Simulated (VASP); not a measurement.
Computed with r2SCAN+rVV10, VASP's PBE PAW potentials (set 64) (plane waves; VASP).

A VASP calculation is set up with these files.

**KPOINTS**
```
Automatic mesh
0
Gamma
9 9 9
0 0 0
```

POSCAR:
```
LiCl
5.0090410
  0.0000000000   0.5000000152   0.5000000152
  0.5000000152   0.0000000000   0.5000000152
  0.5000000152   0.5000000152   0.0000000000
Li Cl
1 1
direct
  0.0000000000   0.0000000000   0.0000000000
  0.5000000000   0.5000000000   0.5000000000
```

**INCAR**
```
LCHARG  =  .FALSE.
CPARAM  =  0.0093
ISMEAR  =  0
ALGO  =  Normal   ! blocked Davidson
LMIXTAU  =  .TRUE.
EDIFF  =  1E-7
METAGGA  =  R2SCAN
SYSTEM  =  LiCl
NELM  =  100
PREC  =  Accurate
LUSE_VDW  =  .TRUE.
ISIF  =  2   ! forces and stress, cell fixed
LWAVE  =  .FALSE.
LREAL  =  .FALSE.
SIGMA  =  0.05   ! width (eV)
ENCUT  =  520
LASPH  =  .TRUE.   ! aspherical one-centre terms
BPARAM  =  11.95
```

POTCAR, in this order: Li_sv Cl (PBE.64 set). Program: vasp_std.

What VASP printed:

OSZICAR:
```
       N       E                     dE             d eps       ncg     rms          rms(c)
DAV:   1     0.370317284199E+02    0.37032E+02   -0.45082E+03   630   0.105E+03
DAV:   2    -0.124489447641E+02   -0.49481E+02   -0.47427E+02   885   0.169E+02
DAV:   3    -0.142754502321E+02   -0.18265E+01   -0.18245E+01   752   0.391E+01
DAV:   4    -0.143076037986E+02   -0.32154E-01   -0.32106E-01   971   0.510E+00
DAV:   5    -0.143079818194E+02   -0.37802E-03   -0.37799E-03   827   0.489E-01    0.272E+00
DAV:   6    -0.122417244929E+02    0.20663E+01   -0.63006E-01   930   0.784E+00    0.289E+00
DAV:   7    -0.123008233266E+02   -0.59099E-01   -0.24318E-01   808   0.570E+00    0.302E-01
DAV:   8    -0.123349825497E+02   -0.34159E-01   -0.20556E-01   646   0.562E+00    0.901E-01
DAV:   9    -0.121988899728E+02    0.13609E+00   -0.37586E-02   703   0.282E+00    0.865E-01
DAV:  10    -0.122672695410E+02   -0.68380E-01   -0.14570E-02   693   0.196E+00    0.114E-01
DAV:  11    -0.123145415184E+02   -0.47272E-01   -0.18482E-02   630   0.216E+00    0.538E-02
DAV:  12    -0.123127012598E+02    0.18403E-02   -0.18987E-03   873   0.580E-01    0.156E-01
DAV:  13    -0.123136839601E+02   -0.98270E-03   -0.34658E-03   638   0.840E-01    0.918E-02
DAV:  14    -0.123148726734E+02   -0.11887E-02   -0.94013E-04   633   0.459E-01    0.234E-02
DAV:  15    -0.123149444560E+02   -0.71783E-04   -0.54196E-05   684   0.111E-01    0.111E-02
DAV:  16    -0.123149316288E+02    0.12827E-04   -0.46791E-06   697   0.323E-02    0.809E-03
DAV:  17    -0.123149528286E+02   -0.21200E-04   -0.24466E-06   708   0.195E-02    0.141E-03
DAV:  18    -0.123149483541E+02    0.44745E-05   -0.12689E-07   835   0.535E-03    0.887E-04
DAV:  19    -0.123149521900E+02   -0.38359E-05   -0.13696E-07   646   0.470E-03    0.889E-04
DAV:  20    -0.123149516900E+02    0.49994E-06   -0.91352E-08   656   0.449E-03    0.220E-04
DAV:  21    -0.123149519332E+02   -0.24321E-06   -0.25400E-09   345   0.761E-04    0.847E-05
DAV:  22    -0.123149516868E+02    0.24647E-06   -0.93072E-10   345   0.465E-04    0.588E-05
DAV:  23    -0.123149518038E+02   -0.11701E-06   -0.59829E-10   345   0.383E-04    0.701E-06
DAV:  24    -0.123149518083E+02   -0.45067E-08   -0.89622E-11   342   0.138E-04
   1 F= -.12314952E+02 E0= -.12314952E+02  d E =-.382967E-11
```

### OUTCAR
```
------------------------ aborting loop because EDIFF is reached ----------------------------------------
  FORCE on cell =-STRESS in cart. coord.  units (eV):
  Direction    XX          YY          ZZ          XY          YZ          ZX
  --------------------------------------------------------------------------------------
  Total        0.2399485      0.2399485      0.2399485      0.0000000      0.0000000      0.0000000
  in kB       12.2355849     12.2355849     12.2355849      0.0000000      0.0000000      0.0000000
  external PRESSURE =      12.2355849 kB  Pullay stress =       0.0000000 kB
  volume of cell :       31.42
      direct lattice vectors                 reciprocal lattice vectors
     0.000000000  2.504520576  2.504520576    -0.199639007  0.199639007  0.199639007
     2.504520576  0.000000000  2.504520576     0.199639007 -0.199639007  0.199639007
     2.504520576  2.504520576  0.000000000     0.199639007  0.199639007 -0.199639007
  FREE ENERGIE OF THE ION-ELECTRON SYSTEM (eV)
  ---------------------------------------------------
  free  energy   TOTEN  =       -12.3149518083 eV

  energy  without entropy=      -12.3149518083  energy(sigma->0) =      -12.31495181
```
(Selected blocks of OUTCAR.)

The compound is LiCl in the rock salt structure. This cell is one point of a volume scan, at 0.97 of the reference volume.
